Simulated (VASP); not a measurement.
# In2Te2O (P-3m1) in VASP: band structure with PBE

Aim: the band structure of In2Te2O with PBE.

All numbers are computed with VASP 6.6.1; they aren't measurements. Logs are shortened: lines on timing, memory, paths and dates and some standing lists are left out, and cuts for length are marked.

### 1 The crystal as given

It takes space group P-3m1 (No. 164, trigonal). The conventional cell has a = 4.434 Å, b = 4.434 Å, c = 10.393 Å, α = 90.00°, β = 90.00°, γ = 120.00°. In (site symmetry 3m) has 1 O at 1.97 Å as nearest neighbours. Te (site symmetry 3m) has 3 In at 2.87 Å as nearest neighbours. O (site symmetry -3m) is surrounded by 2 In at 1.97 Å.

The cell was built by a generator and needn't be a form met in nature.

### 2 Band structure, PBE, spin-orbit coupling, no magnetisation

File INCAR:

```
PREC = Accurate
ENCUT = 520
EDIFF = 1E-6
ISMEAR = 0
SIGMA = 0.03
LREAL = F
LASPH = T
NELM = 100
ALGO = Normal
ISIF = 2
LWAVE = F
LCHARG = F
LNONCOLLINEAR = T
MAGMOM = 0 0 0 0 0 0 0 0 0 0 0 0 0 0 0
LORBIT = 11
LSORBIT = T
GGA_COMPAT = F
GGA = PE
KPAR = 8
```

File KPOINTS:

```
regular mesh
0
Gamma
  6 6 4
```

File POSCAR:

```
In2Te2O
1.0
    4.4337180000      0.0000000000      0.0000000000
   -2.2168590000      3.8397130000      0.0000000000
    0.0000000000      0.0000000000     10.3929400000
In Te O
2 2 1
Direct
    0.0000000000      0.0000000000      0.8101560000
    0.0000000000      0.0000000000      0.1898440000
    0.3333330000      0.6666670000      0.3149000000
    0.6666670000      0.3333330000      0.6851000000
    0.0000000000      0.0000000000      0.0000000000
```

File KPOINTS_OPT:

```
path GMKGALHA,LM,KH
20
line-mode
reciprocal
 0.0000000000  0.0000000000  0.0000000000  G
 0.5000000000  0.0000000000  0.0000000000  M

 0.5000000000  0.0000000000  0.0000000000  M
 0.3333333333  0.3333333333  0.0000000000  K

 0.3333333333  0.3333333333  0.0000000000  K
 0.0000000000  0.0000000000  0.0000000000  G

 0.0000000000  0.0000000000  0.0000000000  G
 0.0000000000  0.0000000000  0.5000000000  A

 0.0000000000  0.0000000000  0.5000000000  A
 0.5000000000  0.0000000000  0.5000000000  L

 0.5000000000  0.0000000000  0.5000000000  L
 0.3333333333  0.3333333333  0.5000000000  H

 0.3333333333  0.3333333333  0.5000000000  H
 0.0000000000  0.0000000000  0.5000000000  A

 0.5000000000  0.0000000000  0.5000000000  L
 0.5000000000  0.0000000000  0.0000000000  M

 0.3333333333  0.3333333333  0.0000000000  K
 0.3333333333  0.3333333333  0.5000000000  H
```

Potentials or basis: VASP PAW PBE potentials, release 64 (In_d, Te, O).

Run with:

```console
$ cat potpaw_PBE.64/In_d/POTCAR potpaw_PBE.64/Te/POTCAR potpaw_PBE.64/O/POTCAR > POTCAR
$ mpirun -np 8 vasp_ncl > vasp.out
```

OUTCAR:

```text
PREC = Accurate
   ENCUT = 520
   EDIFF = 1E-6
   ISMEAR = 0
   LREAL = F
   LASPH = T
   NELM = 100
   ISIF = 2
   LNONCOLLINEAR = T
   LORBIT = 11
   LSORBIT = T
   GGA = PE

 ion  position               nearest neighbor table
   1  0.000  0.000  0.810-   5 1.97   4 2.87   4 2.87   4 2.87   2 3.95
   2  0.000  0.000  0.190-   5 1.97   3 2.87   3 2.87   3 2.87   1 3.95
   3  0.333  0.667  0.315-   2 2.87   2 2.87   2 2.87
   4  0.667  0.333  0.685-   1 2.87   1 2.87   1 2.87
   5  0.000  0.000  0.000-   1 1.97   2 1.97

  LATTYP: Found a hexagonal cell.
 ALAT       =     4.4337180000
 C/A-ratio  =     2.3440687928

  Lattice vectors:

 A1 = (   4.4337180000,   0.0000000000,   0.0000000000)
 A2 = (  -2.2168590000,   3.8397130000,   0.0000000000)
 A3 = (   0.0000000000,   0.0000000000,  10.3929400000)

Analysis of symmetry for initial positions (statically):
=====================================================================
 Subroutine PRICEL returns:
 Original cell was already a primitive cell.

 Routine SETGRP: Setting up the symmetry group for a
 hexagonal supercell.

 Subroutine GETGRP returns: Found 12 space group operations
 (whereof 12 operations were pure point group operations)
 out of a pool of 24 trial point group operations.

The static configuration has the point symmetry D_3d.

Analysis of symmetry for dynamics (positions and initial velocities):
=====================================================================
 Subroutine PRICEL returns:
 Original cell was already a primitive cell.

 Routine SETGRP: Setting up the symmetry group for a
 hexagonal supercell.

 Subroutine GETGRP returns: Found 12 space group operations
 (whereof 12 operations were pure point group operations)
 out of a pool of 24 trial point group operations.

The dynamic configuration has the point symmetry D_3d.

Analysis of structural, dynamic, and magnetic symmetry:
=====================================================================
 Subroutine PRICEL returns:
 Original cell was already a primitive cell.

 Routine SETGRP: Setting up the symmetry group for a
 hexagonal supercell.

 Subroutine GETGRP returns: Found 12 space group operations
 (whereof 12 operations were pure point group operations)
 out of a pool of 24 trial point group operations.

The overall configuration has the point symmetry D_3d.

 Subroutine INISYM returns: Found 12 space group operations
 (whereof 12 operations are pure point group operations),
 and found     1 'primitive' translations

----------------------------------------------------------------------------------------

                                     Primitive cell

  volume of cell :     176.9315

  direct lattice vectors                    reciprocal lattice vectors
     4.433718000  0.000000000  0.000000000     0.225544340  0.130218066  0.000000000
    -2.216859000  3.839713000  0.000000000     0.000000000  0.260436132  0.000000000
     0.000000000  0.000000000 10.392940000     0.000000000  0.000000000  0.096219164

  length of vectors
     4.433718000  4.433718501 10.392940000     0.260436161  0.260436132  0.096219164

  position of ions in fractional coordinates (direct lattice)
     0.000000000  0.000000000  0.810156000
     0.000000000  0.000000000  0.189844000
     0.333333000  0.666667000  0.314900000
     0.666667000  0.333333000  0.685100000
     0.000000000  0.000000000  0.000000000

  ion indices of the primitive-cell ions
   primitive index   ion index
                 1           1
                 2           2
                 3           3
                 4           4
                 5           5

----------------------------------------------------------------------------------------

 KPOINTS: regular mesh

Automatic generation of k-mesh.
 Grid dimensions read from file:
 generate k-points for:    6    6    4

 Generating k-lattice:

  Cartesian coordinates                     Fractional coordinates (reciprocal lattice)
     0.037590723  0.021703011  0.000000000     0.166666667  0.000000000  0.000000000
[... 53 lines left out ...]
   LNONCOLLINEAR =      T non collinear calculations
   LSORBIT =      T    spin-orbit coupling
   LASPH  =      T    aspherical Exc in radial PAW
   ENCUT  =  520.0 eV  38.22 Ry    6.18 a.u.   8.24  8.24 19.32*2*pi/ulx,y,z
   NELM   =    100;   NELMIN=  2; NELMDL= -5     # of ELM steps
   EDIFF  = 0.1E-05   stopping-criterion for ELM
   LREAL  =      F    real-space projection
[... 7 lines left out ...]
   TEBEG  =    0.0;   TEEND  =   0.0 temperature during run
   PSTRESS=    0.0 pullay stress
   NELECT =      44.0000    total number of electrons
   NUPDOWN=      -1.0000    fix difference up-down
   EMIN   =  10.00;   EMAX   =-10.00  energy-range for DOS
   EFERMI =   0.00;   METHOD = LEGACY
   ISMEAR =     0;   SIGMA  =   0.03  broadening in eV -4-tet -1-fermi 0-gaus
   EFERMI_NEDOS =   21; number of points for ismear=-14 and -15
   IALGO  =     38    algorithm
   IMIX   =      4    mixing-type and parameters
     AMIX     =   0.40;   BMIX     =  1.00
     AMIX_MAG =   1.60;   BMIX_MAG =  1.00
  volume/ion in A,a.u.               =      35.39       238.80
  Fermi-wavevector in a.u.,A,eV,Ry     =   1.029494  1.945462 14.420252  1.059859
  Thomas-Fermi vector in A             =   2.163545
   LORBIT       =     11    0 simple, 1 ext, 2 COOP (PROOUT), +10 PAW based schemes
   GGA     = PE    functional components
   LHFCALC =     F    Hartree Fock is set to
   AEXX    =    0.0000 exact exchange contribution
   IVDW    =     0    specifies the selected vdW correction
   LEPSILON=     F    determine dielectric tensor
   LRPA    =     F    only Hartree local field effects (RPA)
 Gauss-broadening in eV      SIGMA  =   0.03
  energy-cutoff  :      520.00
  volume of cell :      176.93
 maximum number of plane-waves:      9580
 NGX is ok and might be reduce to    36
   NGX = 17   NGY = 17   NGZ = 39

 number of electron      44.0000011 magnetization       0.0000000     -0.0000000     -0.0000000

 number of electron      44.0000011 magnetization       0.0000000      0.0000000      0.0000000

 number of electron      44.0000011 magnetization       0.0000000     -0.0000000      0.0000000

 Free energy of the ion-electron system (eV)
  ---------------------------------------------------
  ext. energy  EPLUGINS =         0.00000000
  ---------------------------------------------------
  free energy    TOTEN  =       -19.49745312 eV

  energy without entropy =      -19.49745312  energy(sigma->0) =      -19.49745312

 E-fermi :   2.5395     XC(G=0):  -7.8006

 val. band max:        2.4047527175   @ k =   0.0000   0.0000   0.0000
 cond. band min:       3.2326370196   @ k =   0.0000   0.0000   0.0000
 fundamental gap:      0.8278843020
 Fermi energy:         2.5394742018

 k-point     1 :       0.0000    0.0000    0.0000
  band No.  band energies     occupation
      1     -14.7657      1.00000
      2     -14.7657      1.00000
      3     -12.0046      1.00000
      4     -12.0046      1.00000
      5     -11.9832      1.00000
      6     -11.9832      1.00000
[... 1309 lines left out ...]
     51       6.6861      0.00000
     52       6.6861      0.00000

------------------------ aborting loop because EDIFF is reached ----------------------------------------

  FORCE on cell =-STRESS in cart. coord.  units (eV):
  Direction    XX          YY          ZZ          XY          YZ          ZX
  --------------------------------------------------------------------------------------
  -------------------------------------------------------------------------------------
  Total        0.0982713      0.0982714      0.0747401      0.0000000     -0.0000000     -0.0000000
  in kB        0.8898815      0.8898818      0.6767981      0.0000000     -0.0000000     -0.0000000
  external PRESSURE =       0.8188538 kB  Pullay stress =       0.0000000 kB

 VOLUME and BASIS-vectors are now :
 -----------------------------------------------------------------------------
  energy-cutoff  :      520.00
  volume of cell :      176.93
      direct lattice vectors                 reciprocal lattice vectors
     4.433718000  0.000000000  0.000000000     0.225544340  0.130218066  0.000000000
    -2.216859000  3.839713000  0.000000000     0.000000000  0.260436132  0.000000000
     0.000000000  0.000000000 10.392940000     0.000000000  0.000000000  0.096219164

 POSITION                                       TOTAL-FORCE (eV/Angst)
 -----------------------------------------------------------------------------------
      0.00000      0.00000      8.41990         0.000000     -0.000000      0.008193
      0.00000      0.00000      1.97304        -0.000000      0.000000     -0.008193
     -0.00000      2.55981      3.27274        -0.000000     -0.000000      0.011515
      2.21686      1.27990      7.12020         0.000000      0.000000     -0.011515
      0.00000      0.00000      0.00000        -0.000000      0.000000      0.000000
 -----------------------------------------------------------------------------------
    total drift:                                0.000000     -0.000000     -0.000000

  FREE ENERGIE OF THE ION-ELECTRON SYSTEM (eV)
  ---------------------------------------------------
  free  energy   TOTEN  =       -19.4974531243 eV

  energy  without entropy=      -19.4974531243  energy(sigma->0) =      -19.49745312

 Spin-Orbit-Coupling matrix elements

 Ion:    1  E_soc:     -0.0681383
 l=   1
     0.0000000    -0.0050070    -0.0050699
    -0.0050070     0.0000000    -0.0050070
    -0.0050699    -0.0050070     0.0000000
 l=   2
     0.0000000    -0.0012461     0.0000000    -0.0012461    -0.0050977
    -0.0012461     0.0000000    -0.0038454    -0.0012125    -0.0012461
     0.0000000    -0.0038454     0.0000000    -0.0038454     0.0000000
    -0.0012461    -0.0012125    -0.0038454     0.0000000    -0.0012461
    -0.0050977    -0.0012461     0.0000000    -0.0012461     0.0000000
 l=   3
     0.0000000     0.0000000     0.0000000     0.0000000     0.0000000     0.0000000     0.0000000
     0.0000000     0.0000000     0.0000000     0.0000000     0.0000000     0.0000000     0.0000000
     0.0000000     0.0000000     0.0000000     0.0000000     0.0000000     0.0000000     0.0000000
     0.0000000     0.0000000     0.0000000     0.0000000     0.0000000     0.0000000     0.0000000
[... 69 lines left out ...]
 l=   2
     0.0000000     0.0000000     0.0000000     0.0000000     0.0000000
     0.0000000     0.0000000     0.0000000     0.0000000     0.0000000
     0.0000000     0.0000000     0.0000000     0.0000000     0.0000000
     0.0000000     0.0000000     0.0000000     0.0000000     0.0000000
     0.0000000     0.0000000     0.0000000     0.0000000     0.0000000
 l=   3
     0.0000000     0.0000000     0.0000000     0.0000000     0.0000000     0.0000000     0.0000000
     0.0000000     0.0000000     0.0000000     0.0000000     0.0000000     0.0000000     0.0000000
     0.0000000     0.0000000     0.0000000     0.0000000     0.0000000     0.0000000     0.0000000
     0.0000000     0.0000000     0.0000000     0.0000000     0.0000000     0.0000000     0.0000000
     0.0000000     0.0000000     0.0000000     0.0000000     0.0000000     0.0000000     0.0000000
     0.0000000     0.0000000     0.0000000     0.0000000     0.0000000     0.0000000     0.0000000
     0.0000000     0.0000000     0.0000000     0.0000000     0.0000000     0.0000000     0.0000000

 total charge

# of ion       s       p       d       tot
------------------------------------------
    1        0.790   0.648   9.936  11.375
    2        0.790   0.648   9.936  11.375
    3        1.379   1.992   0.018   3.389
    4        1.379   1.992   0.018   3.389
    5        1.551   3.434   0.000   4.985
--------------------------------------------------
tot          5.891   8.714  19.908  34.513

 magnetization (x)

# of ion       s       p       d       tot
------------------------------------------
    1        0.000   0.000   0.000   0.000
    2        0.000   0.000   0.000   0.000
    3        0.000  -0.000  -0.000  -0.000
    4        0.000  -0.000  -0.000  -0.000
    5       -0.000   0.000   0.000  -0.000
--------------------------------------------------
tot          0.000  -0.000   0.000  -0.000

 magnetization (y)

# of ion       s       p       d       tot
------------------------------------------
    1        0.000   0.000   0.000   0.000
    2        0.000   0.000   0.000   0.000
    3        0.000   0.000   0.000   0.000
    4        0.000   0.000   0.000   0.000
    5        0.000   0.000   0.000   0.000
--------------------------------------------------
tot          0.000   0.000   0.000   0.000

 magnetization (z)

# of ion       s       p       d       tot
------------------------------------------
    1        0.000   0.000   0.000   0.000
    2        0.000   0.000   0.000   0.000
    3        0.000   0.000   0.000   0.000
    4        0.000   0.000   0.000   0.000
    5        0.000  -0.000   0.000   0.000
--------------------------------------------------
tot          0.000  -0.000   0.000   0.000
```

Wall time 6.4 min (8 MPI ranks of Intel Xeon Platinum 8488C (Sapphire Rapids), shared host); peak memory 1 GiB.

What came out:

```
Free energy                                           : -19.4975 eV
Pressure                                              : 0.1 GPa
Largest force                                         : 0.012 eV/Å
Valence electrons inside the program's atomic spheres : In 11.38; Te 3.39; O 4.99
```

Forces on the atoms (eV/Å):
```
In   0.000  0.000  0.008
In   0.000  0.000 -0.008
Te   0.000  0.000  0.012
Te   0.000  0.000 -0.012
O    0.000  0.000  0.000
```

Caveat: this functional lacks dispersion, which binds the layers, so the pressure and a relaxed spacing across them are unreliable.
